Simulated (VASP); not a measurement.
Consider the following.

```
CELL_PARAMETERS angstrom
      0.00000     3.14280     3.14280
      3.14280     0.00000     3.14280
      3.14280     3.14280     0.00000
ATOMIC_POSITIONS crystal
  Sc 0.00000 0.00000 0.00000
  Al 0.50000 0.50000 0.50000
```

These are r2SCAN meta-GGA, VASP's PBE PAW potentials (set 64) (plane waves; VASP) values and carry that method's errors. Run with 400 eV cut-off, 9×9×9 Γ-centred mesh, first-order Methfessel-Paxton smearing of 0.10 eV, potentials Sc_sv Al.

Energy and stress use the plane-wave basis of the starting cell.

Problem. The ions, cell shape and volume are relaxed. Give the cell that the relaxation ends in.

Solution. 
```
CELL_PARAMETERS angstrom
      0.00000     2.82742     2.82742
      2.82742     0.00000     2.82742
      2.82742     2.82742     0.00000
ATOMIC_POSITIONS crystal
  Sc 0.00000 0.00000 0.00000
  Al 0.50000 0.50000 0.50000
```
Space group Fm-3m (225), at a tolerance of 0.03 Å.

Problem. How do energy and volume change from the first to the last step?

Solution. The energy (σ→0) changes by -331.0 meV/atom and the volume by -27.2 %, in 5 ionic steps.

The structure was generated: ScAl was put into the rock salt type (Fm-3m), which need not be its known phase. This run relaxes it. Symmetry was kept, so distortions that lower it aren't found.
